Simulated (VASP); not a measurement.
Method: PBEsol GGA, VASP's PBE PAW potentials (set 64) (plane waves; VASP).

Input for VASP

### KPOINTS
```
Automatic mesh
0
Gamma
  12 12 6
0 0 0
```

INCAR:
```
SYSTEM = Tl
PREC = Accurate
ENCUT = 480
EDIFF = 1E-7
NELM = 100
ALGO = Normal
LREAL = .FALSE.
LASPH = .TRUE.
ISMEAR = 1
SIGMA = 0.1
GGA = PS
LMAXMIX = 4
LWAVE = .FALSE.
LCHARG = .FALSE.
ISIF = 2
```

**POSCAR**
```
Tl
1
    1.7179779385    -2.9756251765     0.0000000000
    1.7179779385     2.9756251765     0.0000000000
    0.0000000000    -0.0000000000     5.5623181137
Tl
2
Direct
  0.2997266168   0.7002733832   0.2500000000
  0.6666670000   0.3333330000   0.7500000000
```

POTCAR, in this order: Tl_d (PBE.64 set). Program: vasp_std.

What VASP printed:

File OUTCAR:
```
 ion  position               nearest neighbor table
   1  0.300  0.700  0.250-   2 3.36   2 3.36   2 3.36   2 3.36   2 3.54   2 3.54
   2  0.667  0.333  0.750-   1 3.36   1 3.36   1 3.36   1 3.36   1 3.54   1 3.54
  LATTYP: Found a hexagonal cell.
 ALAT       =     3.4359559642
 C/A-ratio  =     1.6188560539
 Subroutine PRICEL returns:
 Original cell was already a primitive cell.
 Subroutine GETGRP returns: Found  8 space group operations
The static configuration has the point symmetry C_1h.
 The point group associated with its full space group is D_2h.
The dynamic configuration has the point symmetry C_1h.
 Subroutine INISYM returns: Found  8 space group operations
 Subroutine IBZKPT returns following result:
 Found    172 irreducible k-points:

 Following reciprocal coordinates:
            Coordinates               Weight
  0.000000  0.000000  0.000000      1.000000
  0.083333  0.000000  0.000000      4.000000
 -0.083333  0.083333  0.000000      2.000000
  0.166667  0.000000  0.000000      4.000000
 -0.166667  0.166667  0.000000      2.000000
  0.250000  0.000000  0.000000      4.000000
 -0.250000  0.250000  0.000000      2.000000
  0.333333  0.000000  0.000000      4.000000
 -0.333333  0.333333  0.000000      2.000000
  0.416667  0.000000  0.000000      4.000000
 -0.416667  0.416667  0.000000      2.000000
  0.500000  0.000000  0.000000      2.000000
  0.500000  0.500000  0.000000      1.000000
  0.083333  0.083333  0.000000      2.000000
 -0.083333  0.166667  0.000000      4.000000
  0.166667  0.083333  0.000000      4.000000
 -0.083333  0.250000  0.000000      4.000000
 -0.250000  0.166667  0.000000      4.000000
  0.250000  0.083333  0.000000      4.000000
 -0.083333  0.333333  0.000000      4.000000
 -0.333333  0.250000  0.000000      4.000000
  0.333333  0.083333  0.000000      4.000000
 -0.083333  0.416667  0.000000      4.000000
 -0.416667  0.333333  0.000000      4.000000
  0.416667  0.083333  0.000000      4.000000
 -0.083333  0.500000  0.000000      4.000000
  0.500000  0.416667  0.000000      4.000000
  0.166667  0.166667  0.000000      2.000000
 -0.166667  0.333333  0.000000      4.000000
  0.250000  0.166667  0.000000      4.000000
 -0.166667  0.416667  0.000000      4.000000
 -0.416667  0.250000  0.000000      4.000000
  0.333333  0.166667  0.000000      4.000000
 -0.166667  0.500000  0.000000      4.000000
  0.500000  0.333333  0.000000      4.000000
  0.416667  0.166667  0.000000      4.000000
  0.416667  0.416667  0.000000      2.000000
  0.250000  0.250000  0.000000      2.000000
 -0.250000  0.500000  0.000000      4.000000
  0.333333  0.250000  0.000000      4.000000
   k-points           NKPTS =    172   k-points in BZ     NKDIM =    172   number of bands    NBANDS=     17
   number of dos      NEDOS =    301   number of ions     NIONS =      2
   total plane-waves  NPLWV =  31360
   dimension x,y,z NGX =    28 NGY =   28 NGZ =   40
   dimension x,y,z NGXF=    56 NGYF=   56 NGZF=   80
   ions per type =               2
   PREC   = accura    normal or accurate (medium, high low for compatibility)
   ISTART =      0    job   : 0-new  1-cont  2-samecut
   ICHARG =      2    charge: 1-file 2-atom 10-const
   ISPIN  =      1    spin polarized calculation?
   LNONCOLLINEAR =      F non collinear calculations
   LSORBIT =      F    spin-orbit coupling
   INIWAV =      1    electr: 0-lowe 1-rand  2-diag
   ENCUT  =  480.0 eV  35.28 Ry    5.94 a.u.   6.14  6.14  9.94*2*pi/ulx,y,z
   NELM   =    100;   NELMIN=  2; NELMDL= -5     # of ELM steps
   EDIFF  = 0.1E-06   stopping-criterion for ELM
   LREAL  =      F    real-space projection
...
```

OSZICAR:
```
       N       E                     dE             d eps       ncg     rms          rms(c)
DAV:   1     0.120720115520E+03    0.12072E+03   -0.13909E+04  5880   0.136E+03
DAV:   2    -0.334107018279E+01   -0.12406E+03   -0.12267E+03  6229   0.286E+02
DAV:   3    -0.532256491083E+01   -0.19815E+01   -0.19659E+01  6908   0.325E+01
DAV:   4    -0.533476950860E+01   -0.12205E-01   -0.12193E-01  6431   0.256E+00
DAV:   5    -0.533490602244E+01   -0.13651E-03   -0.13651E-03  6850   0.281E-01    0.311E+00
DAV:   6    -0.527060360303E+01    0.64302E-01   -0.12621E-01  6152   0.304E+00    0.217E+00
DAV:   7    -0.525945208782E+01    0.11152E-01   -0.47705E-02  6081   0.185E+00    0.843E-01
DAV:   8    -0.525858031251E+01    0.87178E-03   -0.28616E-03  6059   0.457E-01    0.485E-02
DAV:   9    -0.525858155163E+01   -0.12391E-05   -0.14750E-05  7108   0.370E-02    0.102E-02
DAV:  10    -0.525858380283E+01   -0.22512E-05   -0.27780E-06  6099   0.164E-02    0.107E-03
DAV:  11    -0.525858386075E+01   -0.57920E-07   -0.20423E-07  3902   0.369E-03
   1 F= -.52585839E+01 E0= -.52586737E+01  d E =0.269651E-03
```

OUTCAR:
```
------------------------ aborting loop because EDIFF is reached ----------------------------------------
  FORCE on cell =-STRESS in cart. coord.  units (eV):
  Direction    XX          YY          ZZ          XY          YZ          ZX
  --------------------------------------------------------------------------------------
  Total        0.3598826      0.0571701     -0.1664242      0.0000000     -0.0000000      0.0000000
  in kB       10.1388753      1.6106389     -4.6886239      0.0000000     -0.0000000      0.0000000
  external PRESSURE =       2.3536301 kB  Pullay stress =       0.0000000 kB
  volume of cell :       56.87
      direct lattice vectors                 reciprocal lattice vectors
     1.717977939 -2.975625176  0.000000000     0.291039826 -0.168031916  0.000000000
     1.717977939  2.975625176  0.000000000     0.291039826  0.168031916  0.000000000
     0.000000000  0.000000000  5.562318114     0.000000000  0.000000000  0.179781160
 POSITION                                       TOTAL-FORCE (eV/Angst)
 -----------------------------------------------------------------------------------
      1.71798      1.19188      1.39058         0.000000     -0.041299      0.000000
      1.71798     -0.99188      4.17174         0.000000      0.041299      0.000000
 -----------------------------------------------------------------------------------
    total drift:                                0.000000     -0.000012      0.000000
  FREE ENERGIE OF THE ION-ELECTRON SYSTEM (eV)
  ---------------------------------------------------
  free  energy   TOTEN  =        -5.2585838608 eV

  energy  without entropy=       -5.2588535118  energy(sigma->0) =       -5.25867374
```
(Selected blocks of OUTCAR.)

The compound is Tl in the hcp structure. This cell was strained or had an atom moved on purpose.
